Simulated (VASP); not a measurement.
Given:

```xyz
2
Lattice="0.0000 3.2800 3.2800 3.2800 0.0000 3.2800 3.2800 3.2800 0.0000" Properties=species:S:1:pos:R:3 pbc="T T T"
Te     3.2800     3.2800     3.2800
Pb     0.0000     0.0000     0.0000
```

Method: PBE GGA, VASP's PBE PAW potentials (set 64) (plane waves; VASP 6.6.1). Settings: 480 eV cut-off, 6×6×6 Γ-centred mesh, Gaussian smearing of 0.050 eV, potentials Te Pb.

Unless said otherwise, spin-orbit coupling is left out, though it shifts the bands of the heavy elements here.

What does the run give for the energy per atom (σ→0), band gap (on the k-mesh) with the smallest direct gap where there is one?

```json
{
  "band gap (on the k-mesh)": "0.83 eV",
  "smallest direct gap (on the k-mesh)": "0.83 eV",
  "energy per atom (σ→0)": "-3.770 eV/atom"
}
```

The compound is PbTe in the rock salt structure. It was relaxed first. The start is the result of an earlier pass.
